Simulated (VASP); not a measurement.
Take SnS₂ (1T layered), without spin-orbit terms, in VASP with PAW potentials, and its band gap. Without a dispersion term in the relaxation, distances and binding between the weakly bound layers, chains or molecules are unreliable, and so is what depends on them.

Problem. One run gives 1.44 eV. Which level is it?
(A) PBE (own cell)
(B) RPBE (own cell)
(C) PBEsol (own cell)
(D) rev-vdW-DF2 (own cell)

Solution. C, PBEsol (own cell).  The others give 1.54 (PBE (own cell) [volume +21 % from the start]), 1.21 (rev-vdW-DF2 (own cell)), 1.61 (RPBE (own cell) [volume +30 % from the start]).

Only levels that ran to the end are used. Left out are those held back, those with too coarse a band path, GW runs whose mesh misses a band edge, hybrids' fits of cells that aren't cubic and levels without matching references; a question may draw on a part of the rest.

The compound is SnS2 in the 1T layered structure.
